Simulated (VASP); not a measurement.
VASP runs on CaF2 (fluorite) share one base input (PBE GGA, plane waves, VASP's PBE PAW potentials (set 64)) and change the settings named in each case.

POSCAR:
```
CaF2
1
    0.0000000000     2.7300000000     2.7300000000
    2.7300000000     0.0000000000     2.7300000000
    2.7300000000     2.7300000000     0.0000000000
Ca F
1 2
Direct
  0.0000000000   0.0000000000   0.0000000000
  0.2500000000   0.2500000000   0.2500000000
  0.7500000000   0.7500000000   0.7500000000
```

KPOINTS:
```
Regular mesh
0
Gamma
 8 8 8
```

### INCAR
```
SYSTEM  =  CaF2
PREC  =  Accurate; ENCUT  =  520; LREAL  =  .FALSE.
LASPH  =  .TRUE.
EDIFF  =  1E-6; NELM  =  100; ALGO  =  Normal
ISMEAR  =  0; SIGMA  =  0.05
GGA  =  PE
ISIF  =  2
LWAVE  =  .FALSE.; LCHARG  =  .FALSE.
```

POTCAR, in this order: Ca_sv F (PBE.64 set). Program: vasp_std.

| change | E(σ→0) (eV/atom) | gap on the mesh (eV) | −TS (eV) |
|---|---|---|---|
| base run | -5.7761 | 7.28 | 0.0000 |
| NELECT = 23.5 | -5.5344 | 0.00 | -0.0080 |
| NELECT = 23.9 | -5.7399 | 0.00 | -0.0022 |
| NELECT = 23.98 | -5.7695 | 0.00 | -0.0008 |
| NELECT = 24.02 | -5.7320 | 0.00 | -0.0004 |
| NELECT = 24.1 | -5.5481 | 0.00 | -0.0009 |
| NELECT = 24.5 | -4.6119 | 0.00 | -0.0031 |
 Charged cells carry a uniform compensating background.

Left out are runs that ran out of time, are held back, or changed the cell or the kind of run, fixed moments of cells without a moment, rows past the twelfth, gaps on odd meshes, pressures of charged cells and columns that move by less than the noise.

The compound is CaF2 in the fluorite structure. The cell was not relaxed at this level.
